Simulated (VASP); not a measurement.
Method: PBE GGA, VASP's PBE PAW potentials (set 64) (plane waves; VASP).

A VASP calculation is set up with these files.

File KPOINTS:
```
Automatic mesh
0
G
7 7 7
```

File POSCAR:
```
PbSe
1
    0.0000000000     3.0600000000     3.0600000000
    3.0600000000     0.0000000000     3.0600000000
    3.0600000000     3.0600000000     0.0000000000
Pb Se
1 1
Direct
  0.0000000000   0.0000000000   0.0000000000
  0.5000000000   0.5000000000   0.5000000000
```

**INCAR**
```
SYSTEM  =  PbSe
PREC  =  Accurate; ENCUT  =  400; LREAL  =  .FALSE.
LASPH  =  .TRUE.
EDIFF  =  1E-6; NELM  =  100; ALGO  =  Normal
LMAXMIX  =  4
ISMEAR  =  0; SIGMA  =  0.05
GGA  =  PE
IBRION  =  2; NSW  =  60; ISIF  =  3
EDIFFG  =  -0.01
LWAVE  =  .FALSE.; LCHARG  =  .FALSE.
```

POTCAR, in this order: Pb_d Se (PBE.64 set). Program: vasp_std.

The run wrote:

OSZICAR:
```
       N       E                     dE             d eps       ncg     rms          rms(c)
DAV:   1     0.147916693177E+03    0.14792E+03   -0.85560E+03   566   0.122E+03
DAV:   2     0.312696993170E+01   -0.14479E+03   -0.14186E+03   572   0.325E+02
DAV:   3    -0.822928255706E+01   -0.11356E+02   -0.11312E+02   752   0.101E+02
DAV:   4    -0.845872360250E+01   -0.22944E+00   -0.22937E+00   586   0.174E+01
DAV:   5    -0.846634153212E+01   -0.76179E-02   -0.76179E-02   766   0.294E+00    0.279E+00
DAV:   6    -0.818095980707E+01    0.28538E+00   -0.75503E-01   770   0.695E+00    0.159E+00
DAV:   7    -0.817645022872E+01    0.45096E-02   -0.12819E-01   630   0.201E+00    0.865E-01
DAV:   8    -0.817980725898E+01   -0.33570E-02   -0.13697E-02   608   0.153E+00    0.152E-01
DAV:   9    -0.817937777960E+01    0.42948E-03   -0.26640E-03   840   0.602E-01    0.527E-02
DAV:  10    -0.817945182228E+01   -0.74043E-04   -0.21235E-04   590   0.108E-01    0.199E-02
DAV:  11    -0.817945811183E+01   -0.62895E-05   -0.74150E-05   726   0.988E-02    0.622E-03
DAV:  12    -0.817945835337E+01   -0.24154E-06   -0.45019E-06   722   0.176E-02
   1 F= -.81794584E+01 E0= -.81794584E+01  d E =-.817946E+01
       N       E                     dE             d eps       ncg     rms          rms(c)
DAV:   1    -0.885153718149E+01   -0.67208E+00   -0.22414E+01   686   0.917E+01    0.425E+00
DAV:   2    -0.829706713804E+01    0.55447E+00   -0.11309E+00   686   0.189E+01    0.163E+00
DAV:   3    -0.819559848589E+01    0.10147E+00   -0.45194E-01   686   0.115E+01    0.281E-01
DAV:   4    -0.819614698501E+01   -0.54850E-03   -0.91926E-03   566   0.106E+00    0.124E-01
DAV:   5    -0.819621872546E+01   -0.71740E-04   -0.24082E-03   668   0.703E-01    0.532E-02
DAV:   6    -0.819615338269E+01    0.65343E-04   -0.35607E-04   710   0.364E-01    0.914E-03
DAV:   7    -0.819615443332E+01   -0.10506E-05   -0.66159E-06   638   0.317E-02    0.434E-03
DAV:   8    -0.819615747875E+01   -0.30454E-05   -0.32409E-06   572   0.221E-02    0.141E-03
DAV:   9    -0.819615749883E+01   -0.20087E-07   -0.47255E-07   346   0.112E-02
   2 F= -.81961575E+01 E0= -.81961575E+01  d E =-.166991E-01
       N       E                     dE             d eps       ncg     rms          rms(c)
DAV:   1    -0.824345219182E+01   -0.47295E-01   -0.14192E+00   686   0.211E+01    0.113E+00
DAV:   2    -0.820458269051E+01    0.38870E-01   -0.78836E-02   686   0.516E+00    0.417E-01
DAV:   3    -0.819822121415E+01    0.63615E-02   -0.28660E-02   686   0.289E+00    0.802E-02
DAV:   4    -0.819830879286E+01   -0.87579E-04   -0.62659E-04   566   0.249E-01    0.290E-02
DAV:   5    -0.819832037239E+01   -0.11580E-04   -0.77897E-05   702   0.121E-01    0.150E-02
DAV:   6    -0.819832277719E+01   -0.24048E-05   -0.64080E-06   614   0.366E-02    0.215E-03
DAV:   7    -0.819832186615E+01    0.91104E-06   -0.44910E-07   286   0.790E-03
   3 F= -.81983219E+01 E0= -.81983219E+01  d E =-.188635E-01
```

OUTCAR:
```
------------------------ aborting loop because EDIFF is reached ----------------------------------------
  FORCE on cell =-STRESS in cart. coord.  units (eV):
  Direction    XX          YY          ZZ          XY          YZ          ZX
  --------------------------------------------------------------------------------------
  Total        0.0071852      0.0071852      0.0071852      0.0000000      0.0000000     -0.0000000
  in kB        0.1920323      0.1920323      0.1920323      0.0000000      0.0000000     -0.0000000
  external PRESSURE =       0.1920323 kB  Pullay stress =       0.0000000 kB
  volume of cell :       59.95
      direct lattice vectors                 reciprocal lattice vectors
     0.000000000  3.106335371  3.106335371    -0.160961371  0.160961371  0.160961371
     3.106335371  0.000000000  3.106335371     0.160961371 -0.160961371  0.160961371
     3.106335371  3.106335371 -0.000000000     0.160961371  0.160961371 -0.160961371
  FREE ENERGIE OF THE ION-ELECTRON SYSTEM (eV)
  ---------------------------------------------------
  free  energy   TOTEN  =        -8.1983218661 eV

  energy  without entropy=       -8.1983218661  energy(sigma->0) =       -8.19832187

 reached required accuracy - stopping structural energy minimisation
```
(Selected blocks of OUTCAR.)

**CONTCAR**
```
PbSe
   1.00000000000000
     0.0000000000000000    3.1063353714635182    3.1063353714635182
     3.1063353714635182    0.0000000000000000    3.1063353714635182
     3.1063353714635182    3.1063353714635182   -0.0000000000000000
  Pb              Se
     1     1
Direct
     0.0000000000000000    0.0000000000000000    0.0000000000000000
     0.5000000000000000    0.5000000000000000    0.5000000000000000
```

Energy and stress use the plane-wave basis of the starting cell.

The compound is PbSe in the rock salt structure. This run relaxes it. Symmetry was kept, so distortions that lower it aren't found.
